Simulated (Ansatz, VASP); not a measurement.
# Cross-check of BAs between VASP and Ansatz, part 2 of 2

Aim: how closely do two programs agree when they are given the same cell, functional and k mesh? The cell is taken from a series of runs on this material, whose earlier steps may have relaxed, scaled, displaced or heated it; both programs get it as it stands.

VASP 6.6.1 and Ansatz 0.2.0.

So far. Step 5 (Ansatz: single point, LDA, pair 2): The run ends at a pressure of 2.30 GPa. Step 6 (VASP: single point, LDA, pair 2): The run ends at a pressure of 3.18 GPa.

### Step 7. Comparison

What differs besides the data sets and the points named for the pairs above, as far as they apply: the data sets hold 18 valence electrons in Ansatz (on its default PAW (the set named soft_2) files) and 8 in VASP. Total energies have different zeros and are not compared.

Compared:

| quantity | Ansatz | VASP | difference |
| --- | --- | --- | --- |
| pressure (GPa) | 2.30 | 3.18 | -0.88 |
| gap on the k mesh (eV) | 1.096 | 1.092 | +0.005 |

A gap on the mesh is an upper bound, since the band edges may lie between its points.

### Step 8. Ansatz: single point, LDA, pair 3

With cell and atoms fixed, the geometry can't cause a difference; cores, projectors, grids and the points listed under the comparison can. The cell compared in this pair holds 25.70 Å³, against 26.09 Å³ for the pair before.

The cell is taken from a series of runs on this material, whose earlier steps may have relaxed, scaled, displaced or heated it; both programs get it as it stands.

input.yaml reads:

```yaml
crystal:
  lattice:
    - [0.0, 2.3421407345, 2.3421407345]
    - [2.3421407345, 0.0, 2.3421407345]
    - [2.3421407345, 2.3421407345, 0.0]
  atoms:
    - { symbol: B, position: [0.0, 0.0, 0.0] }
    - { symbol: As, position: [0.25, 0.25, 0.25] }
kpoints:
  mp_grid: { grid: [12, 12, 12] }
hamiltonian:
  xc: lda
scf:
  occupations: { method: fixed }
output:
  forces: true
  stress: true
  eigenvalues: true
```

On the command line:

```
$ ansatz run input.yaml --threads 4 --pin off --max-ram 16384MiB --backend cpu --events-out ev --progress --plain --runs-dir out
```

Numbers of over 12 decimals in the logs are rounded to 6 here.

What it wrote:

```text
[...]
Crystal: 2 atoms, lattice volume = 25.696 Å³
Basis set: ecut = 420 eV, 531 PW (Γ)
Bands: 13, of which v1, the nominal top of the filled ones, is band 9 counted from 1 (8 counted from 0)
Symmetry: 24 space group operations
[...]
k-points: 72 of 1728 (time reversal used)
[...]
--- Band table (eV; the first three rows and the last of 72) ---
  k-point 0: bands = [... 5 lower, -4.1374, 11.7996, 11.7996, 11.7996, 15.1305, 15.1305, 15.1305, 17.2083]
  k-point 1: bands = [... 5 lower, -4.0174, 10.7390, 11.5661, 11.5661, 15.3498, 15.4363, 15.4363, 17.7491]
  k-point 2: bands = [... 5 lower, -3.6610, 8.7531, 11.0764, 11.0764, 15.3303, 16.0648, 16.0648, 18.9326]
  k-point 71: bands = [... 5 lower, 0.4769, 3.6070, 5.9379, 6.2486, 17.0182, 17.9859, 18.6428, 19.2229]
[key lines of the parts left out:]
SCF converged after 6 iterations
Free energy (F): -4923.517491 eV
Fermi energy:    11.799645 eV
P = ⅓ Tr σ = 4.7745 GPa (47.745 kbar)
```

The run ends at a pressure of 4.77 GPa.

### Step 9. VASP: single point, LDA, pair 3

The same cell, functional (in two slightly different forms) and mesh now go to VASP, with its own data sets.

INCAR reads:

```
SYSTEM = BAs
PREC = Accurate
ENCUT = 500
EDIFF = 1E-06
NELM = 120
ISMEAR = 0
SIGMA = 0.01
LREAL = .FALSE.
ALGO = Normal
GGA = PW92
NBANDS = 10
LORBIT = 11
LWAVE = .FALSE.
LCHARG = .FALSE.
ISIF = 2
LASPH = .TRUE.
GGA_COMPAT = .FALSE.
EFERMI = MIDGAP
```

POSCAR reads:

```
BAs
1.0
    0.0000000000      2.3421407345      2.3421407345
    2.3421407345      0.0000000000      2.3421407345
    2.3421407345      2.3421407345      0.0000000000
B As
1 1
Direct
    0.0000000000      0.0000000000      0.0000000000
    0.2500000000      0.2500000000      0.2500000000
```

KPOINTS reads:

```
Automatic mesh
0
Gamma
12 12 12
0 0 0
```

The projector-augmented-wave data sets are B and As (LDA family, release 64).

On the command line:

```
$ mpirun -np 1 vasp_std
```

What it wrote:

```text
[... set-up lines as in an earlier step ...]
 entering main loop
       N       E                     dE             d eps       ncg     rms          rms(c)
DAV:   1     0.112855225242E+02    0.11286E+02   -0.38882E+03  1440   0.694E+02
DAV:   2    -0.131033351147E+02   -0.24389E+02   -0.23214E+02  1960   0.107E+02
DAV:   3    -0.137641832619E+02   -0.66085E+00   -0.65967E+00  1716   0.177E+01
DAV:   4    -0.137660719609E+02   -0.18887E-02   -0.18886E-02  1762   0.103E+00
[...]
DAV:  10    -0.129115303706E+02   -0.53867E-05   -0.84962E-05  1560   0.552E-02    0.148E-02
DAV:  11    -0.129115317372E+02   -0.13666E-05   -0.17105E-06  1666   0.950E-03    0.139E-02
DAV:  12    -0.129115315767E+02    0.16057E-06   -0.71159E-07   894   0.386E-03
   1 F= -.12911532E+02 E0= -.12911532E+02  d E =0.000000E+00
```

Parts of OUTCAR (step 9):

```text
  Total        0.9177054      0.9177054      0.9177054      0.0000000     -0.0000000     -0.0000000
  in kB       57.2196098     57.2196098     57.2196098      0.0000000     -0.0000000     -0.0000000
  external PRESSURE =      57.2196098 kB  Pullay stress =       0.0000000 kB

 POSITION                                       TOTAL-FORCE (eV/Angst)
 -----------------------------------------------------------------------------------
      0.00000      0.00000      0.00000         0.000000      0.000000      0.000000
      1.17107      1.17107      1.17107        -0.000000     -0.000000     -0.000000
 -----------------------------------------------------------------------------------
    total drift:                                0.000000      0.000000      0.000000

  FREE ENERGIE OF THE ION-ELECTRON SYSTEM (eV)
  ---------------------------------------------------
  free  energy   TOTEN  =       -12.9115315767 eV

  energy  without entropy=      -12.9115315767  energy(sigma->0) =      -12.91153158

[... 1 part as in an earlier step ...]

[... 2 further parts left out ...]
[key lines of the parts left out:]
E-fermi :   7.3768
```

The run ends at a pressure of 5.72 GPa.

### Step 10. Differences

What differs besides the data sets and the points named for the pairs above, as far as they apply: the data sets hold 18 valence electrons in Ansatz (on its default PAW (the set named soft_2) files) and 8 in VASP. Total energies have different zeros and are not compared.

Compared:

| quantity | Ansatz | VASP | difference |
| --- | --- | --- | --- |
| pressure (GPa) | 4.77 | 5.72 | -0.95 |
| gap on the k mesh (eV) | 1.082 | 1.077 | +0.005 |

A gap on the mesh is an upper bound, since the band edges may lie between its points.

### Step 11. What came out

| Item | Value |
| --- | --- |
| difference in gap on the k mesh (single point, LDA, pair 1) | 0.0040 eV |
| difference in pressure (single point, LDA, pair 1) | -0.76 GPa |
| difference in gap on the k mesh (single point, LDA, pair 2) | 0.0047 eV |
| difference in pressure (single point, LDA, pair 2) | -0.88 GPa |
| difference in gap on the k mesh (single point, LDA, pair 3) | 0.0048 eV |
| difference in pressure (single point, LDA, pair 3) | -0.95 GPa |

**Reading.** The difference in pressure is -0.95 GPa (single point, LDA, pair 3), within the 1 GPa picked in this series as the mark of a large difference. The data sets hold unlike numbers of valence electrons (18 in Ansatz and 8 in VASP), so part of the differences comes from the potentials. 1 further run of this series is not shown here. Such differences can come from data sets, numerical settings and the points named under the comparisons, not from the functional's error against experiment.

[Lines on the potential files, build, host, timing and source positions are cut from VASP's logs without a mark.]

[Logs are printed without paths, hosts, clocks, repeated set-up lines and the standing remarks that a program may print on its own settings, such as how far it seeks lower states.]

[Hosts, paths, dates, database ids (printed as entryN), source tags and the programs' standing remarks are cut or masked in the printed files.]
